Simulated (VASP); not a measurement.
Runs of VASP 6.6.1 on AlHg. Symmetry: F-43m, No. 216, cubic system. Conventional cell: a = 6.137 Å, b = 6.137 Å, c = 6.137 Å, α = 90.00°, β = 90.00°, γ = 90.00°. Around Al (site symmetry -43m) lie 4 Hg at 2.66 Å. Around Hg (site symmetry -43m) lie 4 Al at 2.66 Å. The cell was built by a generator and needn't be a form met in nature.

```tsv
level	potentials or basis	gap on the mesh (eV)	pressure (GPa)	relaxed volume (Å³/atom)
PBE	VASP PAW PBE potentials, release 64 (Al, Hg)	none	0.0	(b)
PBEsol	VASP PAW PBE potentials, release 64 (Al, Hg)	none	0.0	27.35
vdW-DF-cx	VASP PAW PBE potentials, release 64 (Al, Hg)	none	0.0	(c)
optB88-vdW	VASP PAW PBE potentials, release 64 (Al, Hg)	none	0.0	(a)
rev-vdW-DF2	VASP PAW PBE potentials, release 64 (Al, Hg)	none	0.0	28.30
PW91	VASP PAW PBE potentials, release 64 (Al, Hg)	none	0.0	28.93
LDA	VASP PAW LDA potentials, release 64 (Al, Hg)	none	0.0	26.42
revPBE	VASP PAW PBE potentials, release 64 (Al, Hg)	none	0.0	29.82
```

Alike in all rows: task relaxation of cell and atoms; no spin polarisation; cell relaxed; k mesh 8 × 8 × 8; cutoff (eV) 600; smearing fermi-dirac 0.05 eV.

**Question.** Fill in the values left out.

**Answer.** (a) 28.73; (b) 28.96; (c) 27.60.

Caveats: the PAW data sets were made with another functional, which shifts forces and pressure a little (some runs).

A k mesh can miss the band edges, and the runs leave out spin-orbit coupling on Hg.

A gap of «none» marks a metal or a gap under the smearing width.
